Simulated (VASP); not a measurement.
These are AM05 GGA, VASP's PBE PAW potentials (set 64) (plane waves; VASP) values and carry that method's errors.

VASP input:

POSCAR:
```
KF
1
    0.0000000000     2.6750000000     2.6750000000
    2.6750000000     0.0000000000     2.6750000000
    2.6750000000     2.6750000000     0.0000000000
K F
1 1
Direct
  0.0000000000   0.0000000000   0.0000000000
  0.5000000000   0.5000000000   0.5000000000
```

### INCAR
```
ALGO=Normal
EDIFF=1E-6
EDIFFG=-0.01
ENCUT=520
GGA=AM
IBRION=2
ISIF=3
ISMEAR=0
LASPH=.TRUE.
LCHARG=.FALSE.
LREAL=.FALSE.
LWAVE=.FALSE.
NELM=100
NSW=60
PREC=Accurate
SIGMA=0.05
SYSTEM=KF
```

### KPOINTS
```
Automatic mesh
0
Gamma
8 8 8
0 0 0
```

POTCAR, in this order: K_sv F (PBE.64 set). Program: vasp_std.

### Question
What will the output report for the number of irreducible k-points (NKPTS), largest plane-wave count, number of space-group operations, FFT grid (NGX, NGY, NGZ)?

### Answer

```json
{
 "number of irreducible k-points (NKPTS)": "29",
 "largest_plane_wave_count": "1056",
 "number_of_space_group_operations": "48",
 "FFT grid (NGX, NGY, NGZ)": "28 × 28 × 28"
}
```

The compound is KF in the rock salt structure. This run relaxes it. Symmetry was kept, so distortions that lower it aren't found.
